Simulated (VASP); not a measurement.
All values below come from LDA (Ceperley-Alder, Perdew-Zunger), VASP's LDA PAW potentials (set 64) (plane waves; VASP 6.6.1).

A VASP calculation is set up with these files.

**KPOINTS**
```
K-points
0
G
  14 14 14
```

POSCAR:
```
Pd
1
    0.0000000000     1.9450000000     1.9450000000
    1.9450000000     0.0000000000     1.9450000000
    1.9450000000     1.9450000000     0.0000000000
Pd
1
Direct
  0.0000000000   0.0000000000   0.0000000000
```

INCAR:
```
! general
SYSTEM  = Pd
PREC    = Accurate
ENCUT   = 400   ! plane-wave cut-off (eV)
LREAL   = F   ! projection in real space or not
LASPH   = T

! electronic loop
EDIFF   = 1E-6   ! SCF stop (eV)
NELM    = 100   ! most electronic steps
ALGO    = Normal   ! blocked Davidson
LMAXMIX = 4   ! l cut-off of mixed one-centre charges

! smearing
ISMEAR  = 1
SIGMA   = 0.1   ! width (eV)

! ions
IBRION  = 2   ! conjugate gradients
NSW     = 60
ISIF    = 3
EDIFFG  = -0.01   ! ionic stop

! output
LWAVE   = F
LCHARG  = F
```

POTCAR, in this order: Pd (LDA.64 set). Program: vasp_std.

Energy and stress use the plane-wave basis of the starting cell.

Task: Estimate the energy per atom (σ→0), volume per atom, band gap (on the k-mesh).

Result: 
The energy per atom (σ→0) is -6.483 eV/atom and the band gap (on the k-mesh) is none (metal, semimetal or under 0.01 eV). The volume per atom comes out as 14.15 Å³/atom.

File OSZICAR:
```
...
DAV:   6    -0.648403727614E+01   -0.30325E-05   -0.61520E-06  2164   0.236E-02    0.327E-03
DAV:   7    -0.648403727116E+01    0.49791E-08   -0.32724E-07  1001   0.539E-03
   3 F= -.64840373E+01 E0= -.64834420E+01  d E =-.149039E-01
       N       E                     dE             d eps       ncg     rms          rms(c)
DAV:   1    -0.648412410049E+01   -0.86824E-04   -0.14739E-03  1897   0.439E-01    0.633E-02
DAV:   2    -0.648404267039E+01    0.81430E-04   -0.42414E-04  1890   0.193E-01    0.165E-02
DAV:   3    -0.648404263890E+01    0.31486E-07   -0.83623E-07  1767   0.108E-02
   4 F= -.64840426E+01 E0= -.64834480E+01  d E =-.149092E-01
```

The compound is Pd in the fcc structure. This run relaxes it. Symmetry was kept, so distortions that lower it aren't found.
